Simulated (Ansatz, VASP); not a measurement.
**One calculation of Sr3B, two programs**

```
Sr B
1.0
     0.00000    4.02296    4.02296
     4.02296    0.00000    4.02296
     4.02296    4.02296    0.00000
Sr B
3 1
Direct
  0.50000 0.50000 0.50000
  0.25000 0.25000 0.25000
  0.75000 0.75000 0.75000
  0.00000 0.00000 0.00000
```

Alike in both runs: functional PBE; k mesh 4 × 4 × 4; occupations gaussian, width 0.1 eV; no spin polarisation.

Ansatz relaxed the structure, and its values are those at the end. VASP's run is a single point on that final structure, the one shown.

|  | VASP | Ansatz |
| --- | --- | --- |
| version | VASP 6.6.1 | Ansatz 0.2.0 |
| potentials or method | VASP PAW PBE potentials, release 64 (Sr_sv, B) | scalar-relativistic, plane waves, PAW |
| plane-wave cutoff (eV) | 520 | 420 |
| valence electrons in the cell | 33 | 33 |

Ansatz gave:

```
gap on the k mesh at the Fermi level (eV) : none
pressure (GPa)                            : 0.2
```

Question: Which values does VASP return?

Answer: gap on the k mesh at the Fermi level (eV): none; pressure (GPa): 0.3.

A gap of «none» marks a metal or a gap that the smearing closes.
